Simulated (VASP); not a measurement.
# YRh (Pm-3m) in VASP: a series of runs

One crystal, YRh, is run at these levels: LDA; tasks: single point, relaxation of cell and atoms.

Everything below comes from runs of VASP 6.6.1. Logs are shortened: lines on timing, memory, paths and dates and some standing lists are left out, and cuts for length are marked.

### Step 1. The crystal as given

Symmetry: Pm-3m, No. 221, cubic system. Conventional cell: a = 3.351 Å, b = 3.351 Å, c = 3.351 Å, α = 90.00°, β = 90.00°, γ = 90.00°. Around Y (site symmetry m-3m) lie 8 Rh at 2.90 Å. Around Rh (site symmetry m-3m) lie 8 Y at 2.90 Å.

### Step 2. Single point, LDA

INCAR

```
SYSTEM = YRh
PREC = Accurate
ENCUT = 520
EDIFF = 1E-6
ISMEAR = 0
SIGMA = 0.1
LREAL = .False.
LASPH = .True.
NELM = 80
ALGO = Normal
ISIF = 2
LWAVE = .False.
LCHARG = .False.
GGA = CA
NBANDS = 20
```

KPOINTS

```
Automatic mesh
0
Gamma
  12 12 12
  0 0 0
```

POSCAR

```
YRh
1.0
    3.3511699643      0.0000000000      0.0000000000
    0.0000000000      3.3511699643      0.0000000000
    0.0000000000      0.0000000000      3.3511699643
Y Rh
1 1
Direct
    0.5000000000      0.5000000000      0.5000000000
    0.0000000000      0.0000000000      0.0000000000
```

Potentials or basis: VASP PAW LDA potentials, release 64 (Y_sv, Rh_pv).

Run with:

```bash
cat potpaw_LDA.64/Y_sv/POTCAR potpaw_LDA.64/Rh_pv/POTCAR > POTCAR
mpirun -np 1 vasp_std > vasp.out
```

OUTCAR:

```text
SYSTEM = YRh
   PREC = Accurate
   ENCUT = 520
   EDIFF = 1E-6
   ISMEAR = 0
   LREAL = .False.
   LASPH = .True.
   NELM = 80
   ISIF = 2
   GGA = CA

 ion  position               nearest neighbor table
   1  0.500  0.500  0.500-   2 2.90   2 2.90   2 2.90   2 2.90   2 2.90   2 2.90   2 2.90   2 2.90

   2  0.000  0.000  0.000-   1 2.90   1 2.90   1 2.90   1 2.90   1 2.90   1 2.90   1 2.90   1 2.90

  LATTYP: Found a simple cubic cell.
 ALAT       =     3.3511699643

  Lattice vectors:

 A1 = (   3.3511699643,   0.0000000000,   0.0000000000)
 A2 = (   0.0000000000,   3.3511699643,   0.0000000000)
 A3 = (   0.0000000000,   0.0000000000,   3.3511699643)

Analysis of symmetry for initial positions (statically):
=====================================================================
 Subroutine PRICEL returns:
 Original cell was already a primitive cell.

 Routine SETGRP: Setting up the symmetry group for a
 simple cubic supercell.

 Subroutine GETGRP returns: Found 48 space group operations
 (whereof 48 operations were pure point group operations)
 out of a pool of 48 trial point group operations.

The static configuration has the point symmetry O_h .

Analysis of symmetry for dynamics (positions and initial velocities):
=====================================================================
 Subroutine PRICEL returns:
 Original cell was already a primitive cell.

 Routine SETGRP: Setting up the symmetry group for a
 simple cubic supercell.

 Subroutine GETGRP returns: Found 48 space group operations
 (whereof 48 operations were pure point group operations)
 out of a pool of 48 trial point group operations.

The dynamic configuration has the point symmetry O_h .

 Subroutine INISYM returns: Found 48 space group operations
 (whereof 48 operations are pure point group operations),
 and found     1 'primitive' translations

----------------------------------------------------------------------------------------

                                     Primitive cell

  volume of cell :      37.6348

  direct lattice vectors                    reciprocal lattice vectors
     3.351169964  0.000000000  0.000000000     0.298403247  0.000000000  0.000000000
     0.000000000  3.351169964  0.000000000     0.000000000  0.298403247  0.000000000
     0.000000000  0.000000000  3.351169964     0.000000000  0.000000000  0.298403247

  length of vectors
     3.351169964  3.351169964  3.351169964     0.298403247  0.298403247  0.298403247

  position of ions in fractional coordinates (direct lattice)
     0.500000000  0.500000000  0.500000000
     0.000000000  0.000000000  0.000000000

  ion indices of the primitive-cell ions
   primitive index   ion index
                 1           1
                 2           2

----------------------------------------------------------------------------------------

 KPOINTS: Automatic mesh

Automatic generation of k-mesh.
 Grid dimensions read from file:
 generate k-points for:   12   12   12

 Generating k-lattice:

  Cartesian coordinates                     Fractional coordinates (reciprocal lattice)
     0.024866937  0.000000000  0.000000000     0.083333333  0.000000000  0.000000000
     0.000000000  0.024866937  0.000000000     0.000000000  0.083333333  0.000000000
     0.000000000  0.000000000  0.024866937     0.000000000  0.000000000  0.083333333

  Length of vectors
     0.024866937  0.024866937  0.024866937

  Shift w.r.t. Gamma in fractional coordinates (k-lattice)
     0.000000000  0.000000000  0.000000000

 Subroutine IBZKPT returns following result:
 ===========================================

 Found     84 irreducible k-points:

 Following reciprocal coordinates:
            Coordinates               Weight
  0.000000  0.000000  0.000000      1.000000
  0.083333  0.000000  0.000000      6.000000
  0.166667  0.000000  0.000000      6.000000
  0.250000  0.000000  0.000000      6.000000
  0.333333  0.000000  0.000000      6.000000
  0.416667  0.000000  0.000000      6.000000
[... 16 lines left out ...]
  0.333333  0.333333  0.000000     12.000000
  0.416667  0.333333  0.000000     24.000000
 [... further k-points ...]
   k-points           NKPTS =     84   k-points in BZ     NKDIM =     84   number of bands    NBANDS=     20
   number of dos      NEDOS =    301   number of ions     NIONS =      2
   total plane-waves  NPLWV =  21952
   dimension x,y,z NGX =    28 NGY =   28 NGZ =   28
   dimension x,y,z NGXF=    56 NGYF=   56 NGZF=   56
   ions per type =               1   1
   NGX,Y,Z   is equivalent  to a cutoff of  13.89, 13.89, 13.89 a.u.
   NGXF,Y,Z  is equivalent  to a cutoff of  27.78, 27.78, 27.78 a.u.
 SYSTEM =  YRh
   PREC   = accura    normal or accurate (medium, high low for compatibility)
   ISTART =      0    job   : 0-new  1-cont  2-samecut
   ICHARG =      2    charge: 1-file 2-atom 10-const
   ISPIN  =      1    spin polarized calculation?
   LNONCOLLINEAR =      F non collinear calculations
   LSORBIT =      F    spin-orbit coupling
   LASPH  =      T    aspherical Exc in radial PAW
   ENCUT  =  520.0 eV  38.22 Ry    6.18 a.u.   6.23  6.23  6.23*2*pi/ulx,y,z
   NELM   =     80;   NELMIN=  2; NELMDL= -5     # of ELM steps
   EDIFF  = 0.1E-05   stopping-criterion for ELM
   LREAL  =      F    real-space projection
   EDIFFG = 0.1E-04   stopping-criterion for IOM
   NSW    =      0    number of steps for IOM
   IBRION =     -1    ionic relax: 0-MD 1-quasi-New 2-CG
   NFREE  =      0    steps in history (QN), initial steepest desc. (CG)
   ISIF   =      2    stress and relaxation
   ISYM   =      2    0-nonsym 1-usesym 2-fastsym
   POTIM  = 0.5000    time-step for ionic-motion
   TEBEG  =    0.0;   TEEND  =   0.0 temperature during run
   PSTRESS=    0.0 pullay stress
   NELECT =      26.0000    total number of electrons
   NUPDOWN=      -1.0000    fix difference up-down
   EMIN   =  10.00;   EMAX   =-10.00  energy-range for DOS
   EFERMI =   0.00;   METHOD = LEGACY
   ISMEAR =     0;   SIGMA  =   0.10  broadening in eV -4-tet -1-fermi 0-gaus
   EFERMI_NEDOS =   21; number of points for ismear=-14 and -15
   IALGO  =     38    algorithm
   IMIX   =      4    mixing-type and parameters
     AMIX     =   0.40;   BMIX     =  1.00
     AMIX_MAG =   1.60;   BMIX_MAG =  1.00
  volume/ion in A,a.u.               =      18.82       126.99
  Fermi-wavevector in a.u.,A,eV,Ry     =   1.447225  2.734859 28.496875  2.094461
  Thomas-Fermi vector in A             =   2.565204
   LORBIT       =      0    0 simple, 1 ext, 2 COOP (PROOUT), +10 PAW based schemes
   GGA     = CA    functional components
   LHFCALC =     F    Hartree Fock is set to
   AEXX    =    0.0000 exact exchange contribution
   IVDW    =     0    specifies the selected vdW correction
   LEPSILON=     F    determine dielectric tensor
   LRPA    =     F    only Hartree local field effects (RPA)
 non-spin polarized calculation
 Gauss-broadening in eV      SIGMA  =   0.10
  energy-cutoff  :      520.00
  volume of cell :       37.63
 maximum number of plane-waves:      1064
 NGX is ok and might be reduce to    28
   NGX = 13   NGY = 13   NGZ = 13

 number of electron      26.0000004 magnetization

 Free energy of the ion-electron system (eV)
  ---------------------------------------------------
  ext. energy  EPLUGINS =         0.00000000
  ---------------------------------------------------
  free energy    TOTEN  =       -17.29126328 eV

  energy without entropy =      -17.28445822  energy(sigma->0) =      -17.28786075

 E-fermi :   7.0375     XC(G=0): -12.2262

 val. band max:        7.0214929002   @ k =   0.5000   0.4167   0.4167
 cond. band min:       7.0445208989   @ k =   0.5000   0.3333   0.1667
 fundamental gap:      0.0230279987
 Fermi energy:         7.0375194245

 k-point     1 :       0.0000    0.0000    0.0000
  band No.  band energies     occupation
      1     -38.7855      2.00000
      2     -38.7855      2.00000
      3     -38.7855      2.00000
      4     -34.7814      2.00000
      5     -14.6909      2.00000
      6     -14.6909      2.00000
[... 12 lines left out ...]
     19      15.3040      0.00000
     20      15.3040      0.00000

 k-point     2 :       0.0833    0.0000    0.0000
  band No.  band energies     occupation
      1     -38.7888      2.00000
      2     -38.7852      2.00000
      3     -38.7852      2.00000
      4     -34.7765      2.00000
      5     -14.7387      2.00000
      6     -14.6886      2.00000
[... 12 lines left out ...]
     19      14.9182      0.00000
     20      16.0527      0.00000

 k-point     3 :       0.1667    0.0000    0.0000
  band No.  band energies     occupation
      1     -38.7978      2.00000
      2     -38.7845      2.00000
      3     -38.7845      2.00000
      4     -34.7632      2.00000
      5     -14.8668      2.00000
      6     -14.6825      2.00000
[... 12 lines left out ...]
     19      14.0946      0.00000
     20      17.4119      0.00000

 k-point     4 :       0.2500    0.0000    0.0000
  band No.  band energies     occupation
      1     -38.8100      2.00000
      2     -38.7836      2.00000
      3     -38.7836      2.00000
      4     -34.7451      2.00000
      5     -15.0366      2.00000
      6     -14.6740      2.00000
[... 12 lines left out ...]
     19      13.4636      0.00000
     20      18.9046      0.00000

 k-point     5 :       0.3333    0.0000    0.0000
  band No.  band energies     occupation
      1     -38.8222      2.00000
      2     -38.7826      2.00000
      3     -38.7826      2.00000
      4     -34.7269      2.00000
      5     -15.2008      2.00000
      6     -14.6656      2.00000
[... 12 lines left out ...]
     19      13.4912      0.00000
     20      20.4654      0.00000
[... 353 lines left out ...]
      6     -14.9520      2.00000
[... 12 lines left out ...]
     19      14.1584      0.00000
     20      18.2684      0.00000

 k-point    22 :       0.5000    0.2500    0.0000
  band No.  band energies     occupation
      1     -38.8275      2.00000
      2     -38.8012      2.00000
      3     -38.7801      2.00000
      4     -34.6912      2.00000
      5     -15.2908      2.00000
      6     -14.9465      2.00000
[... 12 lines left out ...]
     19      14.2524      0.00000
     20      18.5600      0.00000

 k-point    23 :       0.3333    0.3333    0.0000
  band No.  band energies     occupation
      1     -38.8156      2.00000
      2     -38.8119      2.00000
      3     -38.7801      2.00000
      4     -34.6935      2.00000
      5     -15.1337      2.00000
      6     -15.0950      2.00000
[... 12 lines left out ...]
     19      14.0605      0.00000
     20      17.6988      0.00000

 k-point    24 :       0.4167    0.3333    0.0000
  band No.  band energies     occupation
      1     -38.8215      2.00000
      2     -38.8116      2.00000
      3     -38.7795      2.00000
      4     -34.6854      2.00000
      5     -15.2192      2.00000
      6     -15.0921      2.00000
[... 12 lines left out ...]
     19      14.0148      0.00000
     20      17.8732      0.00000

 [... further k-points ...]

------------------------ aborting loop because EDIFF is reached ----------------------------------------

  FORCE on cell =-STRESS in cart. coord.  units (eV):
  Direction    XX          YY          ZZ          XY          YZ          ZX
  --------------------------------------------------------------------------------------
  -------------------------------------------------------------------------------------
  Total        0.0292558      0.0292558      0.0292558     -0.0000000      0.0000000     -0.0000000
  in kB        1.2454678      1.2454678      1.2454678     -0.0000000      0.0000000     -0.0000000
  external PRESSURE =       1.2454678 kB  Pullay stress =       0.0000000 kB

 VOLUME and BASIS-vectors are now :
 -----------------------------------------------------------------------------
  energy-cutoff  :      520.00
  volume of cell :       37.63
      direct lattice vectors                 reciprocal lattice vectors
     3.351169964  0.000000000  0.000000000     0.298403247  0.000000000  0.000000000
     0.000000000  3.351169964  0.000000000     0.000000000  0.298403247  0.000000000
     0.000000000  0.000000000  3.351169964     0.000000000  0.000000000  0.298403247

 POSITION                                       TOTAL-FORCE (eV/Angst)
 -----------------------------------------------------------------------------------
      1.67558      1.67558      1.67558         0.000000      0.000000      0.000000
      0.00000      0.00000      0.00000         0.000000      0.000000      0.000000
 -----------------------------------------------------------------------------------
    total drift:                               -0.000000      0.000000      0.000000

  FREE ENERGIE OF THE ION-ELECTRON SYSTEM (eV)
  ---------------------------------------------------
  free  energy   TOTEN  =       -17.2912632769 eV

  energy  without entropy=      -17.2844582190  energy(sigma->0) =      -17.28786075
```

Wall time 22 s (1 thread of Intel Xeon 6975P-C (Granite Rapids), shared host); peak memory 0.2 GiB.

What came out:

* Free energy: -17.2913 eV
* Pressure: 0.1 GPa
* Band gap on the k mesh: none (metal or under the smearing width)

Levels at points of the mesh, in eV from the Fermi level:
```csv
k point,band 10,band 11,band 12,band 13,band 14,band 15,band 16,band 17
"(0.00, 0.00, 0.00)",-4.21,-1.78,-1.78,-1.78,2.27,2.27,6.19,6.19
"(0.50, 0.00, 0.00)",-2.54,-1.91,-1.91,-1.42,0.25,0.52,2.34,2.34
"(0.50, 0.50, 0.00)",-2.83,-2.83,-0.73,0.24,2.01,2.01,3.00,5.65
"(0.50, 0.50, 0.50)",-2.51,-1.14,-1.14,-1.14,-0.68,-0.68,5.16,7.15
```

(Part 1 of 2 ends here.)
